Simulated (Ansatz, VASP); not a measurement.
# Fe in two plane-wave programs

Wanted: the spread between two codes on one cell, functional and k mesh. The cell is taken from a series of VASP runs on this material, whose earlier steps may have relaxed, scaled or displaced it; both programs get it as it stands.

Calculated with Ansatz 0.2.0; plane waves, with VASP 6.6.1 beside it; relaxation of cell and atoms at PBEsol and relaxation of cell and atoms at BLYP.

## Step 1: The structure

Symmetry: Im-3m, No. 229, cubic system. The conventional cell has a = 2.789 Å, b = 2.789 Å, c = 2.789 Å, α = 90.00°, β = 90.00°, γ = 90.00°. Fe has 8 Fe at 2.42 Å nearest.

## Step 2: Ansatz: relaxation of cell and atoms, PBEsol

Ansatz runs on its default PAW (the set named soft_2) files.

The relaxed volume is the usual yardstick between codes: its relative difference is about their pressure difference at one cell divided by the bulk modulus.

The input, input.yaml:

```yaml
crystal:
  lattice:
    - [-1.3944219764, 1.3944219764, 1.3944219764]
    - [1.3944219764, -1.3944219764, 1.3944219764]
    - [1.3944219764, 1.3944219764, -1.3944219764]
  atoms:
    - { symbol: Fe, position: [0.0, 0.0, 0.0], spin: 3.0 }
hamiltonian:
  xc: pbesol
  pseudopotentials: { kind: paw }
magnetization:
  spin_polarized: true
kpoints:
  mp_grid: { grid: [22, 22, 22] }
scf:
  occupations: { method: methfessel_paxton, width: 0.15 }
relax:
  f_tol: 0.01
  max_steps: 60
  cell: { stress_tol: 0.05 }
output:
  forces: true
  stress: true
  write_density: true
  write_potential: true
  elf: true
  volumetric_format: npy
```

Started as:

```
ansatz run input.yaml --threads 4 --pin off --max-ram 9216MiB --backend cpu --events-out ev --progress --plain --runs-dir out
```

Numbers of over 12 decimals in the logs are rounded to 6 here.

What it wrote:

```text
Engine: ansatz 0.2.0, aarch64-unknown-linux-gnu
Pseudopotentials: kind: paw
Pseudopotential: Fe, paw, valence charge 16, recommended cutoff 420 eV (normal), Fe.paw.azcp
Functional definition: PBEsol
  exchange = pbesol_x
  correlation = pbesol_c
Crystal: 1 atoms, lattice volume = 10.845 Å³
Basis set: ecut = 420 eV, 201 PW (Γ), exchange–correlation on 36×36×36 points (8 copies of the dense FFT grid, shifted against one another)
Bands: 14, of which v1, the nominal top of the filled ones, is band 8 counted from 1 (7 counted from 0)
Symmetry: 48 space group operations
Space group: Im-3m (ITA 229), of the structure as read, at distance tolerance 2.2e-5 Å
Magnetic group: BNS 229.140 (UNI 1642), of the structure as read, at distance tolerance 2.2e-5 Å
k-points: 328 of 10648
Non-local potential: Fe, projectors of the file, l = 0: 3, l = 1: 2, l = 2: 3, l = 3: 1
PAW form: soft (Blöchl's): semilocal exchange-correlation on the pseudo side does not see the compensation charge
PAW frozen core: Fe, regenerated for the run's functional, and the local potential with it (the file was generated under x = pbe(κ = 0.804, μ = 0.219515), c = pbe(β = 0.066725))
PAW one-centre angular grid: Fe, 590 points (default); XC on 64 Gauss nodes
Initial density: superposition of atomic densities (chi_scale 0.1, normalization cell)
Starting moments: Σ|m| = 3 μB on 1 of 1 site
Initial wavefunctions: pseudopotential atomic-orbital guess
Functional: x = pbesol(κ = 0.804, μ = 0.123457), c = pbesol(β = 0.046)
SCF iter   1: F=—  HF=-4448.775930 eV  |F-HF|=—  |Δ(HF+E_count)|=         —  Δρ=1.07e-1 (↑1.07e-1 ↓6.98e-2)  dr2=1.91e0  dr2_m=1.43e-1  M=2.411 μB ∫|m|=2.456 μB  β_m=0.30  ethr=3.10e-3  ⟨swp⟩=4.8  Hψ=44248  notcnv=0
Mixer restart at iter 1: flushing history
preconditioner: auto → none  [metal: Δε(μ)=0.010 eV  Ē_g=15.177 eV  σ=0.150 eV  W_gap=0.04  n_scr=0 (ndim 8)  ℏωp=31.9 eV  f_vac=0.000  D(μ)=0.98/eV (n_scr^D=12)]
SCF iter   2: F=—  HF=-4448.077081 eV  |F-HF|=—  |Δ(HF+E_count)|=   6.99e-1  Δρ=2.39e-2 (↑2.39e-2 ↓2.19e-2)  dr2=2.82e-2  dr2_m=3.53e-2  M=2.477 μB ∫|m|=2.545 μB  β_m=0.29  ethr=3.10e-3  ⟨swp⟩=3.4  Hψ=23210  notcnv=0  defer=787
SCF iter   3: F=—  HF=-4448.467187 eV  |F-HF|=—  |Δ(HF+E_count)|=         —  Δρ=4.93e-2 (↑4.93e-2 ↓4.77e-2)  dr2=3.92e-3  dr2_m=2.32e-1  M=2.152 μB ∫|m|=2.209 μB  β_m=0.29  ethr=1.76e-4  ⟨swp⟩=2.3  Hψ=18004  notcnv=0  defer=792
Mixer restart at iter 3: flushing history
SCF iter   4: F=—  HF=-4448.596889 eV  |F-HF|=—  |Δ(HF+E_count)|=   1.30e-1  Δρ=3.70e-2 (↑3.05e-2 ↓3.70e-2)  dr2=4.07e-3  dr2_m=1.12e-1  M=2.150 μB ∫|m|=2.213 μB  β_m=0.60  ethr=2.45e-5  ⟨swp⟩=2.2  Hψ=13260  notcnv=0  defer=792
SCF iter   5: F=—  HF=-4448.862094 eV  |F-HF|=—  |Δ(HF+E_count)|=   2.65e-1  Δρ=2.21e-2 (↑2.21e-2 ↓6.36e-3)  dr2=3.71e-2  dr2_m=1.01e-2  M=2.095 μB ∫|m|=2.173 μB  β_m=0.49  ethr=2.45e-5  ⟨swp⟩=2.8  Hψ=19238  notcnv=0  defer=772
SCF iter   6: F=—  HF=-4448.850377 eV  |F-HF|=—  |Δ(HF+E_count)|=   1.17e-2  Δρ=4.37e-3 (↑4.37e-3 ↓2.57e-3)  dr2=4.25e-3  dr2_m=8.92e-5  M=2.120 μB ∫|m|=2.203 μB  β_m=0.63  ethr=2.45e-5  ⟨swp⟩=2.0  Hψ=21651  notcnv=0  defer=788
SCF iter   7: F=—  HF=-4448.852659 eV  |F-HF|=—  |Δ(HF+E_count)|=   2.28e-3  Δρ=1.02e-3 (↑1.02e-3 ↓7.36e-4)  dr2=2.58e-4  dr2_m=2.87e-6  M=2.115 μB ∫|m|=2.199 μB  β_m=0.82  ethr=2.45e-5  ⟨swp⟩=1.2  Hψ=9916  notcnv=0  defer=778
SCF iter   8: F=—  HF=-4448.852814 eV  |F-HF|=—  |Δ(HF+E_count)|=   1.55e-4  Δρ=5.24e-5 (↑5.24e-5 ↓3.14e-5)  dr2=4.35e-7  dr2_m=6.29e-8  M=2.113 μB ∫|m|=2.198 μB  β_m=0.91  ethr=1.61e-6  ⟨swp⟩=2.2  Hψ=11623  notcnv=0  defer=775
SCF iter   9: F=—  HF=-4448.847402 eV  |F-HF|=—  |Δ(HF+E_count)|=         —  Δρ=1.09e-3 (↑9.58e-4 ↓1.09e-3)  dr2=2.22e-6  dr2_m=1.03e-4  M=2.122 μB ∫|m|=2.206 μB  β_m=0.91  ethr=2.72e-9  ⟨swp⟩=2.2  Hψ=14143  notcnv=0  defer=775
Mixer restart at iter 9: flushing history
iteration 9: the input's own smearing fills from here on; a Gaussian of 0.15 eV has filled iterations ahead of it
SCF iter  10: F=—  HF=-4448.847427 eV  |F-HF|=—  |Δ(HF+E_count)|=   2.55e-5  S|Δr|=    0.00e0  Δρ=6.76e-4 (↑6.76e-4 ↓2.77e-4)  dr2=1.24e-5  dr2_m=2.19e-5  M=2.125 μB ∫|m|=2.209 μB  β_m=0.95  ethr=2.72e-9  ⟨swp⟩=2.1  Hψ=13880  notcnv=0  defer=775
SCF iter  11: F=—  HF=-4448.847499 eV  |F-HF|=—  |Δ(HF+E_count)|=   7.16e-5  S|Δr|=    0.00e0  Δρ=1.24e-3 (↑1.24e-3 ↓8.12e-4)  dr2=2.83e-4  dr2_m=5.07e-6  M=2.124 μB ∫|m|=2.209 μB  β_m=0.61  ethr=2.72e-9  ⟨swp⟩=3.0  Hψ=19076  notcnv=0  defer=775  recentre
SCF iter  12: F=—  HF=-4448.847429 eV  |F-HF|=—  |Δ(HF+E_count)|=   7.00e-5  S|Δr|=    0.00e0  Δρ=5.62e-5 (↑5.62e-5 ↓1.46e-5)  dr2=1.30e-7  dr2_m=1.08e-7  M=2.126 μB ∫|m|=2.210 μB  β_m=0.80  ethr=2.72e-9  ⟨swp⟩=3.0  Hψ=19019  notcnv=0  defer=775
SCF iter  13: F=-4448.847429 eV  HF=-4448.847429 eV  |F-HF|=1.71e-9  |Δ(HF+E_count)|=   8.38e-8  S|Δr|=    0.00e0  Δρ=6.57e-6 (↑4.77e-6 ↓6.57e-6)  dr2=2.40e-10  dr2_m=3.18e-9  M=2.126 μB ∫|m|=2.210 μB  ethr=6.25e-10  ⟨swp⟩=6.5  Hψ=39094  notcnv=0
SCF 1 converged in 13 iterations: F = -4448.847429 eV  dr2 = 2.40e-10
  greatest PAW one-centre occupation: 1.002 electrons in one spin orbital (limit 2), on the Fe atom at site 0 (counted from 0), in its partial waves of l = 1
relax step   1: F+E_penalty+E_count = -4448.84742901 eV  Δ(F+E_penalty+E_count) = +0.000e0 eV  max|allowed force component| = 0.000e0 eV/Å  Δτ_max = 0.0000 Å  P = +0.061 GPa  Ω = 10.845 Å³  (13 SCF iters, dr2 threshold 1.00e-7 eV, accepted)
[...]
relax step   2: F+E_penalty+E_count = -4448.84742832 eV  Δ(F+E_penalty+E_count) = +6.904e-7 eV  max|allowed force component| = 0.000e0 eV/Å  Δτ_max = 0.0000 Å  P = +0.025 GPa  Ω = 10.847 Å³  energy of the carried Pulay correction = -1.136e-6 eV  (4 SCF iters, dr2 threshold 9.27e-9 eV, accepted)
[...]
relax step   3: F+E_penalty+E_count = -4448.84742927 eV  Δ(F+E_penalty+E_count) = -9.531e-7 eV  max|allowed force component| = 0.000e0 eV/Å  Δτ_max = 0.0000 Å  P = +0.026 GPa  Ω = 10.847 Å³  stress off target by 2.57e-2 GPa  SCF on the basis re-selected at this cell (its energy is not comparable with the rows above)  (5 SCF iters)
basis re-selected at this cell: Δ(F+E_penalty+E_count) = -9.531e-7 eV, ΔP = +0.000 GPa vs the last step (what re-selecting the basis moved, of the pressure what is left beyond the Pulay correction that the steps carried, after the strain that the cell walked since its last selection, with what the two solves' SCF thresholds leave and, on support functions, any second-order correction that the steps lacked; it is no measure of the basis error at this ecutwfc). This SCF's stress stands 2.57e-2 GPa from its target on what of the cell is left free (relax.cell.stress_tol is 5.00e-2 GPa) and its largest allowed force component is 0.00e0 eV/Å (relax.f_tol is 1.00e-2 eV/Å): [rest of the remark cut]
SCF converged after 5 iterations
Stability not checked: this state was not tested for a lower state beside it, because cold or Methfessel-Paxton smearing, or corrected tetrahedra, fill the levels in a way that the test cannot read (fill_not_monotonic; see scf.lower_state_search)
Magnetization: 2.1257 μB (9.0628 up, 6.9372 down)
Absolute magnetization: 2.2103 μB (∫|ρ↑−ρ↓|, with the PAW one-centre terms)
Spin contamination: 0.0285 ħ² per cell (⟨S²⟩ above its minimum at these occupations)
Per-site moments (μB) at R_I (Å): [(2.151782, 0.996324)]
Free energy (F): -4448.847429 eV
Harris-Foulkes:  -4448.847429 eV  (|F-HF|=0.00e0)
Internal energy: -4448.847683 eV  (E = F + TS)
E sigma→0 (E₀):  -4448.847493 eV
Entropy (-TS):   0.000254 eV (0.254 meV/atom)
Fermi energy:    19.486668 eV
--- Per-component energies (eV) ---
  E_band       = -197.111875
  E_kinetic    = 352.108376
  E_local      = -2006.499148  (includes V_loc(G=0)·N_el)
  E_nonlocal   = 219.058242
  E_hartree    = 843.619678
  E_xc         = -117.703982
  E_vxc        = -152.211712  (∫ρ·V_xc dr)
  E_paw        = -1334.552527  (= ΣΔE_a)
  E_vpaw       = -296.807858  (= ΣTr[D̂ρ^β])
  E_aug_tail   = 0.000797  (compensation charges beyond the density's cutoff)
  E_ewald      = -2405.058320
  E_core_change = 0.179202  (= ΣΔE_core)
  E_smearing   = 0.000254  (= −TS)
  E_closure    = -0.000000  (closes the sum)
  Σ components = -4448.847429   (vs F -4448.847429, Δ=0.00e0)
--- Forces (eV/Å), atoms counted from 1 ---
  atom   1  Fe    -0.00000000    -0.00000000    -0.00000000
  max |Σ_I F_I| component: 1.64e-31 eV/Å
--- Stress (GPa, compression-positive) ---
        0.025688      -0.000000       0.000000
       -0.000000       0.025688      -0.000000
       -0.000000      -0.000000       0.025688
  P = ⅓ Tr σ = 0.0257 GPa (0.257 kbar)
--- Band table (eV; the first three rows and the last of 656) ---
  k-point 0 ↑: bands = [... 4 lower, 10.5687, 17.0474, 17.0474, 17.0474, 18.4200, 18.4200, 44.1120, 44.1120, ... 2 higher]
  k-point 1 ↑: bands = [... 4 lower, 10.6582, 17.0214, 17.0455, 17.0974, 18.3930, 18.4221, 43.6207, 44.0205, ... 2 higher]
  k-point 2 ↑: bands = [... 4 lower, 10.9232, 16.9461, 17.0342, 17.2449, 18.3241, 18.4285, 42.3654, 43.6880, ... 2 higher]
  k-point 327 ↓: bands = [... 4 lower, 16.0258, 16.0258, 21.8282, 21.8282, 21.8282, 29.8827, 29.8827, 29.8827, ... 2 higher]
--- Relaxed structure (2 steps of the walk, 2 accepted, 1 SCFs on fresh bases) ---
  F+E_penalty+E_count = -4448.84742927 eV   max|allowed force component| = 0.000e0 eV/Å   (the final SCF, on the basis selected at the relaxed cell)
  cell:  # Å, volume = 10.8470 Å³
    - [-1.394492, 1.394492, 1.394492]
    - [1.394492, -1.394492, 1.394492]
    - [1.394492, 1.394492, -1.394492]
  atoms:
    - { symbol: Fe, position: [0.0, 0.0, 0.0] }
```

The job ended after 7.6 s (4 threads of Arm Neoverse V2, shared host; peak memory 0.39 GiB).

## Step 3: VASP: relaxation of cell and atoms, PBEsol

The same cell, functional, mesh and smearing now go to VASP, with its own data sets and cutoff.

Lines of VASP's logs that name or quote its potential files are left out, and so is its time.

The input, INCAR:

```
SYSTEM = Fe
PREC = Accurate
ENCUT = 450
EDIFF = 1E-06
NELM = 100
ISMEAR = 1
SIGMA = 0.15
LREAL = .FALSE.
ALGO = Normal
GGA = PS
NBANDS = 12
ISPIN = 2
MAGMOM = 3
LMAXMIX = 4
LORBIT = 11
LWAVE = .FALSE.
LCHARG = .FALSE.
KPAR = 4
IBRION = 2
NSW = 50
ISIF = 3
EDIFFG = -0.006
```

The input, POSCAR:

```
Fe
1.0
   -1.3944219764      1.3944219764      1.3944219764
    1.3944219764     -1.3944219764      1.3944219764
    1.3944219764      1.3944219764     -1.3944219764
Fe
1
Direct
    0.0000000000      0.0000000000      0.0000000000
```

The input, KPOINTS:

```
Automatic mesh
0
Gamma
22 22 22
0 0 0
```

PAW data sets: Fe (PBE family, release 64).

Started as:

```
mpirun -np 4 vasp_std
```

What it wrote:

```text
[banner, memory and clock lines left out]
running    4 mpi-ranks, on    1 nodes
 distrk:  each k-point on    1 cores,    4 groups
 distr:  one band on    1 cores,    1 groups

 POSCAR found type information on POSCAR Fe
 POSCAR found :  1 types and       1 ions
|                                                                             |
|               ----> ADVICE to this user running VASP <----                  |
|                                                                             |
|     You enforced a specific xc type in the INCAR file but a different       |
|     [... a line on the potential file left out ...]
|     I HOPE YOU KNOW WHAT YOU ARE DOING!                                     |
|                                                                             |

 LDA part: xc-table for (Slater+PW92), standard interpolation
 POSCAR, INCAR and KPOINTS ok, starting setup
 FFT: planning ... GRIDC
 FFT: planning ... GRID_SOFT
 FFT: planning ... GRID
 WAVECAR not read
 entering main loop
       N       E                     dE             d eps       ncg     rms          rms(c)
DAV:   1     0.172787365614E+02    0.17279E+02   -0.35953E+03 17252   0.736E+02
DAV:   2    -0.931218617472E+01   -0.26591E+02   -0.24300E+02 16428   0.124E+02
DAV:   3    -0.995836238714E+01   -0.64618E+00   -0.64136E+00 18096   0.221E+01
DAV:   4    -0.996053621203E+01   -0.21738E-02   -0.21736E-02 17540   0.115E+00
DAV:   5    -0.996054895597E+01   -0.12744E-04   -0.12743E-04 18128   0.885E-02    0.128E+01
DAV:   6    -0.898296576269E+01    0.97758E+00   -0.10430E+01 17836   0.432E+01    0.484E+00
DAV:   7    -0.893159786501E+01    0.51368E-01   -0.48092E-01 18348   0.911E+00    0.310E+00
DAV:   8    -0.892264831823E+01    0.89495E-02   -0.58427E-03 19168   0.484E-01    0.138E+00
DAV:   9    -0.891406878302E+01    0.85795E-02   -0.64807E-03 20916   0.435E-01    0.299E-01
DAV:  10    -0.891419156687E+01   -0.12278E-03   -0.10219E-03 17520   0.347E-01    0.900E-02
DAV:  11    -0.891420008794E+01   -0.85211E-05   -0.12143E-04 18236   0.131E-01    0.277E-02
DAV:  12    -0.891420215128E+01   -0.20633E-05   -0.55306E-06 16116   0.286E-02    0.105E-02
DAV:  13    -0.891420258348E+01   -0.43219E-06   -0.11933E-06 13060   0.110E-02
   1 F= -.89142026E+01 E0= -.89142794E+01  d E =-.891420E+01  mag=     2.1403
[...]
2 F= -.89142085E+01 E0= -.89142844E+01  d E =-.592090E-05  mag=     2.1395
[...]
3 F= -.89142068E+01 E0= -.89142831E+01  d E =-.423994E-05  mag=     2.1401
 curvature:  -0.20 expect dE=-0.340E-05 dE for cont linesearch -0.340E-05
 ZBRENT: interpolating
 opt :   0.7256  next Energy=    -8.914210 (dE=-0.711E-05)
 bond charge predicted
       N       E                     dE             d eps       ncg     rms          rms(c)
DAV:   1    -0.891421465301E+01   -0.74752E-05   -0.12327E-04 16940   0.163E-01    0.251E-02
DAV:   2    -0.891420869069E+01    0.59623E-05   -0.60633E-05 17472   0.948E-02    0.227E-02
DAV:   3    -0.891420797529E+01    0.71540E-06   -0.39143E-06 10684   0.256E-02
   4 F= -.89142080E+01 E0= -.89142841E+01  d E =-.539182E-05  mag=     2.1398
 curvature:  -0.07 expect dE=-0.261E-06 dE for cont linesearch -0.261E-06
 trial: gam= 0.00000 g(F)=  0.171E-59 g(S)=  0.363E-05 ort =-0.468E-05 (trialstep = 0.945E+00)
 search vector abs. value=  0.363E-05
 reached required accuracy - stopping structural energy minimisation
```

From OUTCAR (step 3):

```text
ion  position               nearest neighbor table
   1  0.000  0.000  0.000-

  LATTYP: Found a body centered cubic cell.
 ALAT       =     2.7888439528

 Subroutine GETGRP returns: Found 48 space group operations
 (whereof 48 operations were pure point group operations)

The static configuration has the point symmetry O_h .

 Found    328 irreducible k-points:

   k-points           NKPTS =    328   k-points in BZ     NKDIM =    328   number of bands    NBANDS=     12

   dimension x,y,z NGX =    18 NGY =   18 NGZ =   18
   dimension x,y,z NGXF=    36 NGYF=   36 NGZF=   36

   ENCUT  =  450.0 eV  33.07 Ry    5.75 a.u.   4.18  4.18  4.18*2*pi/ulx,y,z

   NELECT =       8.0000    total number of electrons

 k-points in reciprocal lattice and weights: Automatic mesh
   0.00000000  0.00000000  0.00000000       0.000
   0.04545455  0.00000000  0.00000000       0.001
   0.09090909  0.00000000  0.00000000       0.001
   0.13636364  0.00000000  0.00000000       0.001
   0.18181818  0.00000000  0.00000000       0.001
   0.22727273  0.00000000  0.00000000       0.001
   0.27272727  0.00000000  0.00000000       0.001
   0.31818182  0.00000000  0.00000000       0.001
   0.36363636  0.00000000  0.00000000       0.001
[...]
0.50000000  0.50000000  0.45454545       0.001
   0.50000000  0.50000000  0.50000000       0.000

 average (electrostatic) potential at core
       1 -42.7532

 E-fermi :   6.1808

 spin component 1
 k-point     1 :       0.0000    0.0000    0.0000
  band No.  band energies     occupation
    ...
      2       3.7413      1.00000
      3       3.7413      1.00000
      4       3.7414      1.00000
      5       5.1373      1.00000
      6       5.1373      1.00000
      7      31.5511      0.00000
      8      31.5511      0.00000
      9      31.5511      0.00000
     10      36.9758      0.00000
     11      36.9758      0.00000
    ...

 k-point     2 :       0.0455    0.0000    0.0000
  band No.  band energies     occupation
    ...
      2       3.7157      1.00000
      3       3.7397      1.00000
      4       3.7911      1.00000
      5       5.1106      1.00000
      6       5.1393      1.00000
      7      30.9775      0.00000
      8      31.4366      0.00000
      9      31.4997      0.00000
     10      36.5916      0.00000
     11      37.3172      0.00000
    ...

 k-point     3 :       0.0909    0.0000    0.0000
  band No.  band energies     occupation
    ...
      2       3.6413      1.00000
      3       3.7294      1.00000
      4       3.9379      1.00000
      5       5.0424      1.00000
      6       5.1458      1.00000
      7      29.5664      0.00000
      8      31.0341      0.00000
      9      31.3627      0.00000
     10      36.1121      0.00000
     11      36.4321      0.00000
    ...

 k-point     4 :       0.1364    0.0000    0.0000
  band No.  band energies     occupation
    ...
      2       3.5256      1.00000
      3       3.6985      1.00000
      4       4.1745      1.00000
      5       4.9649      1.00000
      6       5.1575      1.00000
      7      27.7196      0.00000
      8      30.2968      0.00000
      9      31.1776      0.00000
     10      34.8210      0.00000
     11      35.8495      0.00000
    ...

 k-point     5 :       0.1818    0.0000    0.0000
  band No.  band energies     occupation
    ...
      2       3.3795      1.00000
      3       3.6421      1.00000
      4       4.4882      1.00000
      5       4.9171      1.00000
      6       5.1753      1.00000
      7      25.6590      0.00000
      8      29.3370      0.00000
      9      30.9803      0.00000
     10      33.2812      0.00000
     11      35.1595      0.00000
    ...

 k-point     6 :       0.2273    0.0000    0.0000
  band No.  band energies     occupation
    ...
      2       3.2161      1.00000
      3       3.5925      1.00000
      4       4.8607      1.00000
      5       4.9208      1.00000
      6       5.1996      1.00000
      7      23.5133      0.00000
      8      28.3165      0.00000
      9      30.7947      0.00000
     10      31.8369      0.00000
     11      34.7024      0.00000
    ...

  Total        0.0050094      0.0050094      0.0050094     -0.0000000     -0.0000000      0.0000000
  in kB        0.7405406      0.7405406      0.7405406     -0.0000000     -0.0000000      0.0000000
  external PRESSURE =       0.7405406 kB  Pullay stress =       0.0000000 kB

  energy-cutoff  :      450.00
  volume of cell :       10.84
      direct lattice vectors                 reciprocal lattice vectors
    -1.394106590  1.394106590  1.394106590     0.000000000  0.358652634  0.358652634
     1.394106590 -1.394106590  1.394106590     0.358652634  0.000000000  0.358652634
     1.394106590  1.394106590 -1.394106590     0.358652634  0.358652634  0.000000000

 POSITION                                       TOTAL-FORCE (eV/Angst)
 -----------------------------------------------------------------------------------
      1.39411      1.39411      1.39411        -0.000000      0.000000      0.000000
 -----------------------------------------------------------------------------------
    total drift:                               -0.000000      0.000000     -0.000000

  FREE ENERGIE OF THE ION-ELECTRON SYSTEM (eV)
  ---------------------------------------------------
  free  energy   TOTEN  =        -8.9142079753 eV

  energy  without entropy=       -8.9144362750  energy(sigma->0) =       -8.91428408

 reached required accuracy - stopping structural energy minimisation

 total charge
# of ion       s       p       d       tot
------------------------------------------
    1        0.511   0.589   6.276   7.375

 magnetization (x)
# of ion       s       p       d       tot
------------------------------------------
    1       -0.013  -0.049   2.182   2.121

[... 6 further parts left out ...]
```

CONTCAR:

```
Fe
   1.00000000000000
    -1.3941065900250407    1.3941065900250407    1.3941065900250407
     1.3941065900250407   -1.3941065900250407    1.3941065900250407
     1.3941065900250407    1.3941065900250407   -1.3941065900250407
  Fe
     1
Direct
     1.0000000000000000    1.0000000000000000    1.0000000000000000
```

The cell holds one magnetic atom, so no antiferromagnetic order fits into it. LASPH is off, so gradient terms of the non-spherical density inside the spheres are left out; for open d or f shells this can shift gaps and moments. The run keeps the 48 symmetry operations of its start, so it cannot find a distortion of lower symmetry.

(Part 1 of 2 ends here.)

[Lines on the potential files, build, host, timing and source positions are cut from VASP's logs without a mark.]

[Logs are printed without paths, hosts, clocks, repeated set-up lines and the standing remarks that a program may print on its own settings, such as how far it seeks lower states.]

[Hosts, paths, dates, database ids (printed as entryN), source tags and the programs' standing remarks are cut or masked in the printed files.]
